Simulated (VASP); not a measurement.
Co:

```
Co
1.0
     2.50700    0.00000    0.00000
    -1.25350    2.17113    0.00000
     0.00000    0.00000    4.07000
Co
2
Direct
  0.33333 0.66667 0.25000
  0.66667 0.33333 0.75000
```

```yaml
Program: VASP 6.6.1
Task: relaxation of cell and atoms
Functional: PBEsol
Potentials_or_basis: VASP PAW PBE potentials, release 64 (Co)
Cutoff: 600 eV
k_mesh: 21 × 21 × 10
Occupations: gaussian, width 0.1 eV
Spin: collinear spin, ferromagnetic start
Starting_moments: "[2.0, 2.0] μB"
```

At the start: pressure -14.3 GPa; volume 11.08 Å³/atom.

Task: Where does the relaxation end?

Result: Over 6 steps the energy falls by 36.7 meV/atom and the volume is 10.32 Å³/atom (-6.9 %); space group P6_3/mmc (No. 194, to 0.05 Å); moment 3.10 μB per cell.

The path:
```
step  energy change (eV)  largest force (eV/Å)  pressure (GPa)  volume (Å³)
   1              0.0000                0.0000          -14.33        22.15
   2              0.0263                0.0000           22.77        19.13
   3             -0.0732                0.0000           -0.34        20.66
   4             -0.0732                0.0000            0.06        20.63
   5             -0.0734                0.0000            0.08        20.63
   6             -0.0734                0.0000            0.06        20.63
```

Final structure:
```cif
data_structure
_symmetry_space_group_name_H-M 'P 1'
_symmetry_Int_Tables_number 1
_cell_length_a 2.4527
_cell_length_b 2.4527
_cell_length_c 3.9607
_cell_angle_alpha 90.000
_cell_angle_beta 90.000
_cell_angle_gamma 120.000
_cell_volume 20.63
loop_
_atom_site_label
_atom_site_type_symbol
_atom_site_fract_x
_atom_site_fract_y
_atom_site_fract_z
_atom_site_occupancy
Co1 Co 0.33333 0.66667 0.25000 1
Co2 Co 0.66667 0.33333 0.75000 1
```

Caveat: the PAW data sets were made with another functional, which shifts forces and pressure a little.
